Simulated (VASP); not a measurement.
Consider the following.

```
CELL_PARAMETERS angstrom
      4.87070     0.00000     0.00000
     -2.43535     4.21815     0.00000
      0.00000     0.00000     7.65202
ATOMIC_POSITIONS crystal
  Ca 0.00000 0.00000 0.75000
  Ca 0.00000 0.00000 0.25000
  In 0.33333 0.66667 0.95161
  In 0.66667 0.33333 0.04839
  In 0.66667 0.33333 0.45161
  In 0.33333 0.66667 0.54839
```

These are PBEsol GGA, VASP's PBE PAW potentials (set 64) (plane waves; VASP) values and carry that method's errors. Settings: 400 eV cut-off, 8×8×5 Γ-centred mesh, tetrahedra with Blöchl corrections, potentials Ca_sv In_d.

The cores are frozen, which limits the accuracy of field gradients.

Q: Give the principal components of the electric field gradient (V/Å²) and the asymmetry η at each nucleus.

A: 
```json
[
 {"atom": "Ca1", "Vxx": "1.1", "Vyy": "1.1", "Vzz": "-2.2", "η": "0.00"},
 {"atom": "Ca2", "Vxx": "1.1", "Vyy": "1.1", "Vzz": "-2.2", "η": "0.00"},
 {"atom": "In3", "Vxx": "-22.2", "Vyy": "-22.2", "Vzz": "44.5", "η": "0.00"},
 {"atom": "In4", "Vxx": "-22.2", "Vyy": "-22.2", "Vzz": "44.5", "η": "0.00"},
 {"atom": "In5", "Vxx": "-22.2", "Vyy": "-22.2", "Vzz": "44.5", "η": "0.00"},
 {"atom": "In6", "Vxx": "-22.2", "Vyy": "-22.2", "Vzz": "44.5", "η": "0.00"}
]
```

The structure comes from a computed database's CaIn2 entry (P6_3/mmc); how it stands against other phases isn't given here. It was relaxed first.
